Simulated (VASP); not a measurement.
Input:

```yaml
crystal:
  lattice:
    - [3.05968, 0.00000, 0.00000]
    - [0.00000, 3.05968, 0.00000]
    - [0.00000, 0.00000, 3.05968]
  atoms:
    - { symbol: Os, position: [0.00000, 0.00000, 0.00000] }
    - { symbol: Ti, position: [0.50000, 0.50000, 0.50000] }
```

Level of theory: PBEsol GGA with spin-orbit coupling, VASP's PBE PAW potentials (set 64) (plane waves; VASP). Settings: 400 eV cut-off, 11×11×11 Γ-centred mesh, Gaussian smearing of 0.050 eV, potentials Os Ti_sv.

Predict the energy per atom (σ→0), band gap (over mesh and band path) with the smallest direct gap where there is one.

```yaml
band gap (over mesh and band path): none (metal, semimetal or under 0.01 eV)
energy per atom (σ→0): -1077.3 kJ/mol-atom
```

Only differences to runs with the same potentials and settings are physical.

The structure comes from a measured TiOs entry (Pm-3m) of the Crystallography Open Database, whose conditions weren't checked. It was relaxed first.
